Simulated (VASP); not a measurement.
Computed with PBE GGA with D3 dispersion (zero damping), VASP's PBE PAW potentials (set 64) (plane waves; VASP).

VASP ran on this input.

File POSCAR:
```
Os
1
    1.3398093924    -2.3206175929     0.0000000000
    1.3398093924     2.3206175929     0.0000000000
    0.0000000000     0.0000000000     4.2303645301
Os
2
Direct
  0.3333330000   0.6666670000   0.2500000000
  0.6666670000   0.3333330000   0.7500000000
```

**KPOINTS**
```
Regular mesh
0
G
 15 15 9
0 0 0
```

**INCAR**
```
LREAL = .FALSE.
ENCUT = 520   ! plane-wave cut-off (eV)
PREC = Accurate
EDIFFG = -0.01
NSW = 30
EDIFF = 1E-7
LCHARG = .FALSE.
LMAXMIX = 6   ! l cut-off of mixed one-centre charges
ISIF = 4
SYSTEM = Os
SIGMA = 0.1   ! width (eV)
LASPH = .TRUE.   ! aspherical one-centre terms
GGA = PE
IBRION = 2
NELM = 100   ! most electronic steps
LWAVE = .FALSE.
ALGO = Normal
IVDW = 11
ISMEAR = 1   ! Methfessel-Paxton
```

POTCAR, in this order: Os (PBE.64 set). Program: vasp_std.

Unless said otherwise, spin-orbit coupling is left out, though it shifts the bands of the heavy elements here.

Problem. What does the run give for the energy per atom (σ→0), dispersion energy, band gap (on the k-mesh)?

Solution. 
```json
{
 "energy per atom (σ→0)": "-11.764 eV/atom",
 "dispersion_energy": "-1.286 eV",
 "band gap (on the k-mesh)": "none (metal, semimetal or under 0.01 eV)"
}
```

### OSZICAR
```
...
DAV:   1    -0.222481923435E+02   -0.11658E-01   -0.44023E-01  3292   0.589E+00    0.348E-01
DAV:   2    -0.222442805353E+02    0.39118E-02   -0.50095E-03  3892   0.952E-01    0.182E-01
DAV:   3    -0.222429977192E+02    0.12828E-02   -0.23223E-03  3596   0.424E-01    0.349E-02
DAV:   4    -0.222430054755E+02   -0.77563E-05   -0.15246E-04  3348   0.162E-01    0.180E-02
DAV:   5    -0.222430034874E+02    0.19881E-05   -0.18244E-06  3920   0.141E-02    0.631E-03
DAV:   6    -0.222430031270E+02    0.36040E-06   -0.16779E-07  2296   0.634E-03    0.105E-03
DAV:   7    -0.222430031251E+02    0.19347E-08   -0.23361E-08  1692   0.213E-03
   3 F= -.23528673E+02 E0= -.23528875E+02  d E =-.116493E-02
```

The compound is Os in the hcp structure. This cell is one point of a volume scan, at 0.94 of the reference volume. Symmetry was kept, so distortions that lower it aren't found.
